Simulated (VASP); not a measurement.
Calculation: PBE GGA, VASP's PBE PAW potentials (set 64) (plane waves; VASP).

The input files of a VASP run:

### KPOINTS
```
kpoints
0
gamma
 1 1 1
```

### INCAR
```
# general
SYSTEM  = Al36N35
PREC    = Normal
ENCUT   = 400
LREAL   = Auto
LASPH   = .True.
ISYM    = 0
NELECT  = 285.0

# electronic loop
EDIFF   = 1E-5
NELM    = 100
NELMIN  = 4
ALGO    = Fast

# smearing
ISMEAR  = 0
SIGMA   = 0.05

# functional
GGA     = PE

# spin
ISPIN   = 2
MAGMOM  = 71*0.0141
NUPDOWN = 1

# ions
IBRION  = 2
NSW     = 60
ISIF    = 2
EDIFFG  = -0.03

# output
LWAVE   = .False.
LCHARG  = .False.
LORBIT  = 10
```

### POSCAR
```
Al36N35
1.0
  4.6932676572  -8.1289780179   0.0000000000
  4.6932676572   8.1289780179   0.0000000000
  0.0000000000   0.0000000000  10.0192026156
Al N
36 35
Cart
  1.5644209880  -0.9032188765   2.5048006539
  1.5644209880   0.9032188765   0.0000000000
  1.5644209880  -0.9032188765   7.5144019617
  1.5644209880   0.9032188765   5.0096013078
  3.1288419760   1.8064377531   2.5048006539
  3.1288466692   3.6128836352   0.0000000000
  3.1288419760   1.8064377531   7.5144019617
  3.1288466692   3.6128836352   5.0096013078
  4.6932676572   4.5161025117   2.5048006539
  4.6932676572   6.3225402648   0.0000000000
  4.6932676572   4.5161025117   7.5144019617
  4.6932676572   6.3225402648   5.0096013078
  3.1288466692  -3.6128836352   2.5048006539
  3.1288419760  -1.8064377531   0.0000000000
  3.1288466692  -3.6128836352   7.5144019617
  3.1073561966  -1.8058849826   4.9769387073
  4.6595465291  -0.9454733043   2.4666675687
  4.6932676572   0.9032270055   0.0000000000
  4.7119327827  -0.8879363979   7.4657186562
  4.6435753392   0.8986910358   5.0457806484
  6.2576933384   1.8064377531   2.5048006539
  6.2576886452   3.6128836352   0.0000000000
  6.2576933384   1.8064377531   7.5144019617
  6.2576886452   3.6128836352   5.0096013078
  4.6932676572  -6.3225402648   2.5048006539
  4.6932676572  -4.5161025117   0.0000000000
  4.6932676572  -6.3225402648   7.5144019617
  4.6932676572  -4.5161025117   5.0096013078
  6.2576886452  -3.6128836352   2.5048006539
  6.2576933384  -1.8064377531   0.0000000000
  6.2576886452  -3.6128836352   7.5144019617
  6.2404127269  -1.8073156827   5.0494877534
  7.8221143264  -0.9032188765   2.5048006539
  7.8221143264   0.9032188765   0.0000000000
  7.8221143264  -0.9032188765   7.5144019617
  7.8221143264   0.9032188765   5.0096013078
  1.6011458074  -0.8677684034   4.3761672800
  1.5644209880   0.9032188765   1.9136676996
  1.5644209880  -0.9032188765   9.4280696613
  1.5644209880   0.9032188765   6.9232690074
  3.1070792938   1.8476598006   4.3794736169
  3.1288466692   3.6128836352   1.9136676996
  3.1288419760   1.8064377531   9.4280696613
  3.1288466692   3.6128836352   6.9232690074
  4.6932676572   4.5161025117   4.4184683535
  4.6932676572   6.3225402648   1.9136676996
  4.6932676572   4.5161025117   9.4280696613
  4.6932676572   6.3225402648   6.9232690074
  3.1676506062  -3.5774412910   4.3813071310
  3.0896391112  -1.8452536231   1.9103212859
  3.1288466692  -3.6128836352   9.4280696613
  3.1566589734  -1.7897977351   6.9297614507
  4.6786340486   0.8636388826   1.9621305826
  4.6932676572  -0.9032270055   9.4280696613
  4.7141151521   0.8597532311   6.9230185273
  6.2988016699   1.7775067203   4.3902442597
  6.2576886452   3.6128836352   1.9136676996
  6.2576933384   1.8064377531   9.4280696613
  6.2576886452   3.6128836352   6.9232690074
  4.6932676572  -6.3225402648   4.4184683535
  4.6932676572  -4.5161025117   1.9136676996
  4.6932676572  -6.3225402648   9.4280696613
  4.6932676572  -4.5161025117   6.9232690074
  6.2371978386  -3.6594626792   4.3786219847
  6.2949062577  -1.8497245610   1.9145694278
  6.2576886452  -3.6128836352   9.4280696613
  6.2120935499  -1.8036088687   6.9582159861
  7.7859386193  -0.8915944380   4.4211935766
  7.8221143264   0.9032188765   1.9136676996
  7.8221143264  -0.9032188765   9.4280696613
  7.8221143264   0.9032188765   6.9232690074
```

POTCAR, in this order: Al N (PBE.64 set). Program: vasp_gam.

What VASP printed:

File OSZICAR:
```
...
DAV:   1    -0.499881812938E+03   -0.33273E-01   -0.53010E+00   728   0.586E+00    0.383E-01
RMM:   2    -0.499887205772E+03   -0.53928E-02   -0.92500E-02   716   0.693E-01    0.219E-01
RMM:   3    -0.499886424104E+03    0.78167E-03   -0.10786E-02   719   0.240E-01    0.141E-01
RMM:   4    -0.499885959895E+03    0.46421E-03   -0.46496E-03   716   0.133E-01    0.525E-02
RMM:   5    -0.499886013077E+03   -0.53182E-04   -0.71903E-04   748   0.541E-02    0.371E-02
RMM:   6    -0.499886019033E+03   -0.59559E-05   -0.19310E-04   735   0.258E-02    0.210E-02
RMM:   7    -0.499886019578E+03   -0.54441E-06   -0.32747E-05   488   0.121E-02
  12 F= -.49988602E+03 E0= -.49988602E+03  d E =-.374819E-01  mag=     1.0000
       N       E                     dE             d eps       ncg     rms          rms(c)
DAV:   1    -0.499888070558E+03   -0.20515E-02   -0.58611E-01   800   0.195E+00    0.127E-01
RMM:   2    -0.499888659312E+03   -0.58875E-03   -0.10184E-02   716   0.230E-01    0.719E-02
RMM:   3    -0.499888578138E+03    0.81173E-04   -0.12048E-03   719   0.800E-02    0.463E-02
RMM:   4    -0.499888529048E+03    0.49091E-04   -0.50749E-04   716   0.442E-02    0.175E-02
RMM:   5    -0.499888535673E+03   -0.66253E-05   -0.81298E-05   612   0.182E-02
  13 F= -.49988854E+03 E0= -.49988854E+03  d E =-.399979E-01  mag=     1.0000
       N       E                     dE             d eps       ncg     rms          rms(c)
DAV:   1    -0.499901912089E+03   -0.13383E-01   -0.28143E+00   728   0.430E+00    0.273E-01
RMM:   2    -0.499904715500E+03   -0.28034E-02   -0.45379E-02   716   0.485E-01    0.147E-01
RMM:   3    -0.499904519108E+03    0.19639E-03   -0.56022E-03   720   0.171E-01    0.917E-02
RMM:   4    -0.499904396717E+03    0.12239E-03   -0.17199E-03   717   0.853E-02    0.350E-02
RMM:   5    -0.499904428867E+03   -0.32150E-04   -0.34962E-04   768   0.359E-02    0.251E-02
RMM:   6    -0.499904432105E+03   -0.32379E-05   -0.51503E-05   549   0.152E-02
  14 F= -.49990443E+03 E0= -.49990443E+03  d E =-.158964E-01  mag=     1.0000
       N       E                     dE             d eps       ncg     rms          rms(c)
DAV:   1    -0.499905818068E+03   -0.13892E-02   -0.70353E-01   760   0.215E+00    0.136E-01
RMM:   2    -0.499906517902E+03   -0.69983E-03   -0.11330E-02   716   0.242E-01    0.735E-02
RMM:   3    -0.499906470743E+03    0.47160E-04   -0.14142E-03   720   0.859E-02    0.458E-02
RMM:   4    -0.499906441827E+03    0.28916E-04   -0.43006E-04   717   0.427E-02    0.187E-02
RMM:   5    -0.499906449957E+03   -0.81301E-05   -0.87910E-05   613   0.179E-02
  15 F= -.49990645E+03 E0= -.49990645E+03  d E =-.179143E-01  mag=     1.0000
       N       E                     dE             d eps       ncg     rms          rms(c)
DAV:   1    -0.499913226417E+03   -0.67846E-02   -0.22443E+00   722   0.386E+00    0.256E-01
RMM:   2    -0.499915823881E+03   -0.25975E-02   -0.38470E-02   716   0.454E-01    0.141E-01
RMM:   3    -0.499915684848E+03    0.13903E-03   -0.47852E-03   719   0.160E-01    0.871E-02
RMM:   4    -0.499915596516E+03    0.88332E-04   -0.15404E-03   717   0.812E-02    0.344E-02
RMM:   5    -0.499915624719E+03   -0.28203E-04   -0.31454E-04   773   0.345E-02    0.249E-02
RMM:   6    -0.499915628424E+03   -0.37049E-05   -0.50243E-05   558   0.151E-02
  16 F= -.49991563E+03 E0= -.49991563E+03  d E =-.917847E-02  mag=     1.0000
       N       E                     dE             d eps       ncg     rms          rms(c)
DAV:   1    -0.499915771665E+03   -0.14695E-03   -0.64602E-02   800   0.654E-01    0.436E-02
RMM:   2    -0.499915847484E+03   -0.75820E-04   -0.11030E-03   716   0.767E-02    0.243E-02
RMM:   3    -0.499915845044E+03    0.24399E-05   -0.14266E-04   711   0.276E-02    0.154E-02
RMM:   4    -0.499915843315E+03    0.17292E-05   -0.44475E-05   548   0.138E-02
  17 F= -.49991584E+03 E0= -.49991584E+03  d E =-.939336E-02  mag=     1.0000
       N       E                     dE             d eps       ncg     rms          rms(c)
DAV:   1    -0.499917944357E+03   -0.20993E-02   -0.72046E-01   722   0.221E+00    0.140E-01
RMM:   2    -0.499918600391E+03   -0.65603E-03   -0.11377E-02   716   0.244E-01    0.751E-02
RMM:   3    -0.499918514495E+03    0.85896E-04   -0.13932E-03   719   0.872E-02    0.455E-02
RMM:   4    -0.499918481840E+03    0.32655E-04   -0.44913E-04   718   0.435E-02    0.183E-02
RMM:   5    -0.499918489278E+03   -0.74387E-05   -0.78755E-05   630   0.180E-02
  18 F= -.49991849E+03 E0= -.49991849E+03  d E =-.264596E-02  mag=     1.0000
       N       E                     dE             d eps       ncg     rms          rms(c)
DAV:   1    -0.499918512226E+03   -0.30386E-04   -0.12029E-02   848   0.286E-01    0.188E-02
RMM:   2    -0.499918524146E+03   -0.11920E-04   -0.20191E-04   716   0.329E-02    0.115E-02
RMM:   3    -0.499918522968E+03    0.11783E-05   -0.26836E-05   479   0.121E-02    0.745E-03
RMM:   4    -0.499918522514E+03    0.45337E-06   -0.74452E-06   430   0.585E-03
  19 F= -.49991852E+03 E0= -.49991852E+03  d E =-.267920E-02  mag=     1.0000
       N       E                     dE             d eps       ncg     rms          rms(c)
DAV:   1    -0.499919379280E+03   -0.85631E-03   -0.28210E-01   722   0.138E+00    0.931E-02
RMM:   2    -0.499919678366E+03   -0.29909E-03   -0.49087E-03   716   0.161E-01    0.513E-02
RMM:   3    -0.499919652351E+03    0.26015E-04   -0.61620E-04   721   0.567E-02    0.318E-02
RMM:   4    -0.499919636638E+03    0.15713E-04   -0.20167E-04   716   0.292E-02    0.125E-02
RMM:   5    -0.499919640003E+03   -0.33655E-05   -0.35646E-05   508   0.122E-02
  20 F= -.49991964E+03 E0= -.49991964E+03  d E =-.111749E-02  mag=     1.0000
       N       E                     dE             d eps       ncg     rms          rms(c)
DAV:   1    -0.499919658851E+03   -0.22213E-04   -0.81064E-03   824   0.234E-01    0.164E-02
RMM:   2    -0.499919668853E+03   -0.10003E-04   -0.15120E-04   716   0.286E-02    0.989E-03
RMM:   3    -0.499919668323E+03    0.53085E-06   -0.19863E-05   452   0.102E-02    0.641E-03
RMM:   4    -0.499919667973E+03    0.34911E-06   -0.58713E-06   425   0.505E-03
  21 F= -.49991967E+03 E0= -.49991967E+03  d E =-.114546E-02  mag=     1.0000
       N       E                     dE             d eps       ncg     rms          rms(c)
DAV:   1    -0.499920387836E+03   -0.71951E-03   -0.20410E-01   722   0.117E+00    0.820E-02
RMM:   2    -0.499920610084E+03   -0.22225E-03   -0.33073E-03   716   0.132E-01    0.422E-02
RMM:   3    -0.499920601253E+03    0.88302E-05   -0.41738E-04   719   0.471E-02    0.249E-02
RMM:   4    -0.499920595392E+03    0.58613E-05   -0.11898E-04   706   0.231E-02    0.107E-02
RMM:   5    -0.499920597878E+03   -0.24859E-05   -0.24306E-05   473   0.990E-03
  22 F= -.49992060E+03 E0= -.49992060E+03  d E =-.929904E-03  mag=     1.0000
       N       E                     dE             d eps       ncg     rms          rms(c)
DAV:   1    -0.499920690961E+03   -0.95569E-04   -0.78631E-02   728   0.726E-01    0.510E-02
RMM:   2    -0.499920779114E+03   -0.88153E-04   -0.12947E-03   716   0.828E-02    0.268E-02
RMM:   3    -0.499920776344E+03    0.27699E-05   -0.16552E-04   718   0.297E-02    0.161E-02
RMM:   4    -0.499920774347E+03    0.19970E-05   -0.48299E-05   555   0.147E-02
  23 F= -.49992077E+03 E0= -.49992077E+03  d E =-.110637E-02  mag=     1.0000
       N       E                     dE             d eps       ncg     rms          rms(c)
DAV:   1    -0.499921380390E+03   -0.60405E-03   -0.22251E-01   716   0.121E+00    0.841E-02
RMM:   2    -0.499921600401E+03   -0.22001E-03   -0.33502E-03   716   0.130E-01    0.418E-02
RMM:   3    -0.499921594296E+03    0.61043E-05   -0.43558E-04   718   0.475E-02    0.239E-02
RMM:   4    -0.499921591644E+03    0.26518E-05   -0.11455E-04   679   0.222E-02    0.113E-02
RMM:   5    -0.499921594379E+03   -0.27341E-05   -0.27387E-05   477   0.978E-03
  24 F= -.49992159E+03 E0= -.49992159E+03  d E =-.820031E-03  mag=     1.0000
```

### OUTCAR
```
------------------------ aborting loop because EDIFF is reached ----------------------------------------
  FORCE on cell =-STRESS in cart. coord.  units (eV):
  Direction    XX          YY          ZZ          XY          YZ          ZX
  --------------------------------------------------------------------------------------
  Total        5.9543064      9.1583089      8.2470592     -2.7261857      1.0528911      1.9912573
  in kB       12.4786423     19.1933793     17.2836422     -5.7133600      2.2065797      4.1731455
  external PRESSURE =      16.3185546 kB  Pullay stress =       0.0000000 kB
  volume of cell :      764.49
      direct lattice vectors                 reciprocal lattice vectors
     4.693267657 -8.128978018  0.000000000     0.106535582 -0.061508347  0.000000000
     4.693267657  8.128978018  0.000000000     0.106535582  0.061508347  0.000000000
     0.000000000  0.000000000 10.019202616     0.000000000  0.000000000  0.099808342
  FREE ENERGIE OF THE ION-ELECTRON SYSTEM (eV)
  ---------------------------------------------------
  free  energy   TOTEN  =      -499.9215943786 eV

  energy  without entropy=     -499.9215943786  energy(sigma->0) =     -499.92159438

 total charge

# of ion       s       p       d       tot
------------------------------------------
    1        0.362   0.433   0.000   0.795
    2        0.365   0.440   0.000   0.805
    3        0.366   0.447   0.000   0.812
    4        0.362   0.432   0.000   0.794
    5        0.361   0.431   0.000   0.793
    6        0.364   0.441   0.000   0.805
    7        0.366   0.449   0.000   0.815
    8        0.369   0.445   0.000   0.813
    9        0.364   0.439   0.000   0.802
   10        0.364   0.439   0.000   0.803
   11        0.364   0.436   0.000   0.800
   12        0.365   0.427   0.000   0.792
   13        0.362   0.433   0.000   0.795
   14        0.364   0.441   0.000   0.804
   15        0.366   0.447   0.000   0.812
   16        0.344   0.372   0.000   0.716
   17        0.391   0.405   0.000   0.796
   18        0.363   0.437   0.000   0.800
   19        0.348   0.425   0.000   0.773
   20        0.373   0.394   0.000   0.767
   21        0.362   0.432   0.000   0.795
   22        0.364   0.439   0.000   0.803
   23        0.366   0.449   0.000   0.816
   24        0.365   0.426   0.000   0.792
   25        0.364   0.437   0.000   0.801
   26        0.365   0.440   0.000   0.805
   27        0.365   0.439   0.000   0.803
   28        0.362   0.432   0.000   0.794
   29        0.361   0.431   0.000   0.793
   30        0.363   0.437   0.000   0.800
   31        0.366   0.450   0.000   0.815
   32        0.374   0.395   0.000   0.769
   33        0.362   0.432   0.000   0.794
   34        0.365   0.441   0.000   0.805
   35        0.366   0.449   0.000   0.816
   36        0.363   0.434   0.000   0.796
   37        1.237   2.550   0.000   3.787
   38        1.229   2.593   0.000   3.822
   39        1.230   2.600   0.000   3.830
   40        1.229   2.595   0.000   3.824
   41        1.235   2.585   0.000   3.820
   42        1.229   2.594   0.000   3.822
   43        1.230   2.602   0.000   3.833
   44        1.230   2.604   0.000   3.833
   45        1.229   2.603   0.000   3.833
   46        1.229   2.590   0.000   3.819
   47        1.229   2.590   0.000   3.818
   48        1.230   2.603   0.000   3.833
   49        1.237   2.549   0.000   3.786
   50        1.239   2.588   0.000   3.827
   51        1.230   2.600   0.000   3.830
   52        1.242   2.584   0.000   3.826
   53        1.237   2.581   0.000   3.818
   54        1.230   2.584   0.000   3.813
   55        1.243   2.596   0.000   3.839
   56        1.233   2.550   0.000   3.783
   57        1.229   2.590   0.000   3.819
   58        1.231   2.602   0.000   3.832
   59        1.230   2.603   0.000   3.833
   60        1.229   2.583   0.000   3.812
   61        1.229   2.594   0.000   3.822
   62        1.229   2.598   0.000   3.827
   63        1.229   2.595   0.000   3.824
   64        1.235   2.585   0.000   3.820
   65        1.237   2.580   0.000   3.817
   66        1.230   2.603   0.000   3.833
   67        1.244   2.597   0.000   3.840
   68        1.233   2.552   0.000   3.784
   69        1.229   2.594   0.000   3.823
   70        1.231   2.602   0.000   3.832
   71        1.229   2.595   0.000   3.824
--------------------------------------------------
tot         56.243 106.188   0.000 162.431

 magnetization (x)

# of ion       s       p       d       tot
------------------------------------------
    1       -0.000   0.000   0.000   0.000
    2        0.000   0.000   0.000   0.000
    3        0.001   0.001   0.000   0.002
    4       -0.001  -0.000   0.000  -0.001
    5       -0.000  -0.000   0.000  -0.001
    6       -0.000  -0.000   0.000  -0.000
    7       -0.000  -0.001   0.000  -0.001
    8       -0.000   0.004   0.000   0.003
    9       -0.000   0.000   0.000   0.000
   10        0.000   0.000   0.000   0.000
...
```
(Selected blocks of OUTCAR.)

**CONTCAR**
```
Al36N35
   1.00000000000000
     4.6932676571999998   -8.1289780178999997    0.0000000000000000
     4.6932676571999998    8.1289780178999997    0.0000000000000000
     0.0000000000000000    0.0000000000000000   10.0192026155999994
  Al              N
    36    35
Direct
     0.2255085438110559    0.1130575568824986    0.2503981443748097
     0.1106827058457009    0.2215362693592638    0.0006313376519577
     0.2225867025001345    0.1112127269295526    0.7481422739824511
     0.1143417882181207    0.2237233521171804    0.4990482205574845
     0.2253841670025755    0.4450178357795482    0.2499826605637441
     0.1112638683005787    0.5554549968370943    0.0018681615257985
     0.2208091345215486    0.4450159755593019    0.7515698971244814
     0.1117672194508425    0.5568306187900894    0.5003734301282903
     0.2222024229274563    0.7774562638827865    0.2508248854789317
     0.1113232373964840    0.8897564998852069    0.0018486286188748
     0.2230254230921923    0.7788629687313485    0.7501270453436217
     0.1108065964577972    0.8888066144790693    0.4992613443891373
     0.5543434758939150    0.1130478347022206    0.2503155513174786
     0.4446880739469769    0.2224173628066601    0.9903659405495614
     0.5555906939181889    0.1112080651991270    0.7481541191920945
     0.4631169336900761    0.2602761757617261    0.4976976049610171
     0.5516017818209260    0.4371570811877869    0.2505970014711557
     0.4454467936547794    0.5549989838120982    0.9929359575974875
     0.5564197333683291    0.4456924042990677    0.7331411673170189
     0.4437373780581659    0.5378008141270545    0.5057507875491430
     0.5539340460727843    0.7724813940438167    0.2503292704913582
     0.4455754473232960    0.8897878307706895    0.0017752676245996
     0.5554843464988649    0.7803287575998162    0.7512712726019900
     0.4448858672935155    0.8888829507221634    0.4991180508490680
     0.8886648353738600    0.1105435283359782    0.2524041171606803
     0.7778785431119410    0.2216119519874334    0.0007398393146617
     0.8891371378421062    0.1113606615978681    0.7493307282157157
     0.7761791146186803    0.2237909950069439    0.4991754715931833
     0.8864347295634442    0.4450779753777187    0.2500665928770531
     0.7764869716041849    0.5550211951784423    0.9931871591322263
     0.8913360737332505    0.4451186536625903    0.7518484314210130
     0.7613716969080698    0.5384373872497574    0.5062740378675742
     0.8854481966363855    0.7725005284610535    0.2504287401371817
     0.7783084656300618    0.8895828988961089    0.0017172432909787
     0.8919579564525537    0.7804950703855211    0.7515175619273857
     0.7755734121343441    0.8843595419412326    0.5000399321382224
     0.2228306870701129    0.1111707475949573    0.4404637923872921
     0.1102191547637680    0.2214626317634620    0.1916128141284098
     0.2187832995071745    0.1094908684160008    0.9394664005035814
     0.1106831715229040    0.2227788018672542    0.6912233148078666
     0.2190619725516417    0.4456175020976286    0.4404593018291884
     0.1111395470371242    0.5554968194264508    0.1920070551958829
     0.2191587983024179    0.4427062748328515    0.9419924988462931
     0.1120251161662398    0.5570155730388415    0.6921156079928317
     0.2225048007083565    0.7782174858426751    0.4415871045341306
     0.1100140892459270    0.8878478965261085    0.1928751091652418
     0.2227509428566598    0.7783709548797145    0.9423716832290014
     0.1120629681527637    0.8894409301659293    0.6908099645789366
     0.5551174102597819    0.1115346549509039    0.4404295459811838
     0.4407195139019914    0.2146493416098255    0.1784726701790713
     0.5577471656407016    0.1095754426868050    0.9395016253819592
     0.4416544754157625    0.2163866482559313    0.6963194880025927
     0.4434627705555839    0.5556888326764405    0.1824804821441420
     0.5558433758294865    0.4446536384057726    0.9328980099165500
     0.4398229515209096    0.5615574892299574    0.7004683440539068
     0.5531367264305070    0.7693689473583895    0.4422350158157276
     0.4447792665432118    0.8878654867830778    0.1928004976437064
     0.5577308628237296    0.7813271181408867    0.9420158483571884
     0.4444649134520509    0.8894648365050055    0.6906684947973581
     0.8878342319277953    0.1089999972450584    0.4431396798175655
     0.7780946101222077    0.2215422249870770    0.1916922423636770
     0.8889407025945228    0.1109294799798221    0.9414915415029593
     0.7790599590261371    0.2229026179281824    0.6913274979752613
     0.8930819057951347    0.4456766703299135    0.4405974295352707
     0.7786560911392447    0.5555026484752009    0.1828680832301328
     0.8905635212784720    0.4428196240789495    0.9422507298065063
     0.7890181099488387    0.5617943904093465    0.7008645753063392
     0.8831860117260431    0.7695362060861244    0.4423206812278620
     0.7777260214768057    0.8885589362233833    0.1929110552034478
     0.8907008997765060    0.7813329017349666    0.9422477716233842
     0.7781144402563013    0.8892056571212636    0.6917821665981886
```

At this cut-off the stress carries a Pulay error, which pulls relaxed volumes low. The cell is charged, with a uniform compensating background. The supercell is sampled at Γ alone, which is coarse: total energies, pressure and levels can be off, energies of defects by several tenths of an eV.

The cell is a supercell with a defect, built from AlN (wurtzite): vac_N, charge -2.
